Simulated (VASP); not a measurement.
Input:

```
YSi
1.0
    3.82419     0.00000     0.00000
   -1.91210     3.31185     0.00000
    0.00000     0.00000     3.73222
Y Si
1 1
Direct
  0.00000   0.00000   0.00000
  0.66667   0.33333   0.50000
```

All values below come from PBEsol GGA, VASP's PBE PAW potentials (set 64) (plane waves; VASP 6.6.1). Numerical set-up: 400 eV cut-off, 10×10×9 Γ-centred mesh, first-order Methfessel-Paxton smearing of 0.10 eV, potentials Y_sv Si.

Energy and stress use the plane-wave basis of the starting cell.

Task: The ions, cell shape and volume are relaxed. Give the cell that the relaxation ends in.

Result: 
```
YSi
1.0
    3.56807     0.00000     0.00000
   -1.78403     3.09004     0.00000
    0.00000     0.00000     4.17326
Y Si
1 1
Direct
  0.00000   0.00000   0.00000
  0.66667   0.33333   0.50000
```
Space group P-6m2 (187), at a tolerance of 0.03 Å.

Task: How do energy and volume change from the first to the last step?

Result: The energy (σ→0) changes by -69.8 meV/atom and the volume by -2.7 %, in 12 ionic steps.

The structure was generated: YSi was put into the WC type (P-6m2), which need not be its known phase. This run relaxes it. Symmetry was kept, so distortions that lower it aren't found. The electron count is odd and the run is not spin-polarised, which forces a metal.
